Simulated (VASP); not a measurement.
```
CELL_PARAMETERS angstrom
      1.16790    -2.02286     0.00000
      1.16790     2.02286     0.00000
      0.00000     0.00000     3.65160
ATOMIC_POSITIONS crystal
  Be 0.33333 0.66667 0.25000
  Be 0.66667 0.33333 0.75000
```

Computed with PBE GGA, VASP's PBE PAW potentials (set 64) (plane waves; VASP). Numerical set-up: 400 eV cut-off, 16×16×9 Γ-centred mesh, first-order Methfessel-Paxton smearing of 0.10 eV, potentials Be.

Estimate the energy per atom (σ→0), pressure, band gap (on the k-mesh) with the smallest direct gap where there is one.

| Item | Result |
|---|---|
| band gap (on the k-mesh) | none (metal, semimetal or under 0.01 eV) |
| energy per atom (σ→0) | -3.747 eV/atom |
| pressure | -9.13 GPa |

The absolute energy has meaning only against runs of the same code, potentials and settings.

The compound is Be in the hcp structure. The cell was not relaxed at this level.
